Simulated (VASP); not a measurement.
A VASP calculation is set up with these files.

### POSCAR
```
ZnS
1
   -0.0000000000     2.7229862962     2.7229862962
    2.7229862962    -0.0000000000     2.7229862962
    2.7229862962     2.7229862962    -0.0000000000
Zn S
1 1
Direct
  0.0000000000   0.0000000000   0.0000000000
  0.2500000000   0.2500000000   0.2500000000
```

### KPOINTS
```
Automatic mesh
0
Gamma
8 8 8
0 0 0
```

INCAR:
```
IBRION  =  2
ENCUT  =  480
GGA  =  PE
PREC  =  Accurate
EDIFF  =  1E-6
SYSTEM  =  ZnS
NELM  =  100   # most electronic steps
LREAL  =  F
LCHARG  =  F
ISIF  =  3   # ions, shape and volume
EDIFFG  =  -0.01   # ionic stop
LMAXMIX  =  4   # l cut-off of mixed one-centre charges
LASPH  =  T   # aspherical one-centre terms
LWAVE  =  F
SIGMA  =  0.05
ISMEAR  =  0   # Gaussian
NSW  =  60   # most ionic steps
ALGO  =  Normal
```

POTCAR, in this order: Zn S (PBE.64 set). Program: vasp_std.

Question: Translate this PBE calculation to Quantum ESPRESSO's pw.x.

Answer: One equivalent input (not run):
```
&CONTROL
  calculation = 'vc-relax'
  pseudo_dir = './pseudo'
  outdir = './out'
  tprnfor = .true.
  tstress = .true.
  nstep = 60
  forc_conv_thr = 0.00039
/
&SYSTEM
  ibrav = 0
  nat = 2
  ntyp = 2
  ecutwfc = 84
  occupations = 'smearing'
  smearing = 'gaussian'
  degauss = 0.003675
  input_dft = 'pbe'
/
&ELECTRONS
  conv_thr = 7.3e-08
  electron_maxstep = 100
/
&IONS
/
&CELL
/
ATOMIC_SPECIES
  Zn 65.380 Zn.upf
  S 32.060 S.upf
CELL_PARAMETERS angstrom
    -0.0000000    2.7229863    2.7229863
     2.7229863   -0.0000000    2.7229863
     2.7229863    2.7229863   -0.0000000
ATOMIC_POSITIONS crystal
  Zn   0.0000000  0.0000000  0.0000000
  S    0.2500000  0.2500000  0.2500000
K_POINTS automatic
  8 8 8 0 0 0
```
Limits of the translation: the potentials are each code's own (VASP's PAW set, PseudoDojo norm-conserving files in pw.x), so ENCUT and ecutwfc are chosen apart and not converted; conv_thr bounds pw.x's estimated SCF error, while EDIFF bounds the energy change between steps; forc_conv_thr acts on force components and is met together with etot_conv_thr.

The structure comes from a computed database's ZnS entry (F-43m); how it stands against other phases isn't given here. It was relaxed first. The start is the result of an earlier pass.
